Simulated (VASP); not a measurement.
Given:

```
CELL_PARAMETERS angstrom
      1.38560    -2.39993     0.00000
      1.38560     2.39993     0.00000
      0.00000     0.00000     4.49000
ATOMIC_POSITIONS crystal
  Re 0.33333 0.66667 0.25000
  Re 0.66667 0.33333 0.75000
```

Level of theory: PBE GGA, VASP's PBE PAW potentials (set 64) (plane waves; VASP). Run with 500 eV cut-off, 15×15×8 Γ-centred mesh, first-order Methfessel-Paxton smearing of 0.10 eV, potentials Re.

The ions, cell shape and volume at an external pressure of 5.0 GPa are relaxed. Give the cell that the relaxation ends in.

```
CELL_PARAMETERS angstrom
      1.37970    -2.38971     0.00000
      1.37970     2.38971     0.00000
      0.00000     0.00000     4.47091
ATOMIC_POSITIONS crystal
  Re 0.33333 0.66667 0.25000
  Re 0.66667 0.33333 0.75000
```
Space group P6_3/mmc (194), at a tolerance of 0.03 Å.

How do energy and volume change from the first to the last step?

The energy (σ→0) changes by +2.8 meV/atom and the volume by -1.3 %, in 3 ionic steps.

The compound is Re in the hcp structure. This run relaxes it under an external pressure of 5 GPa. Symmetry was kept, so distortions that lower it aren't found.
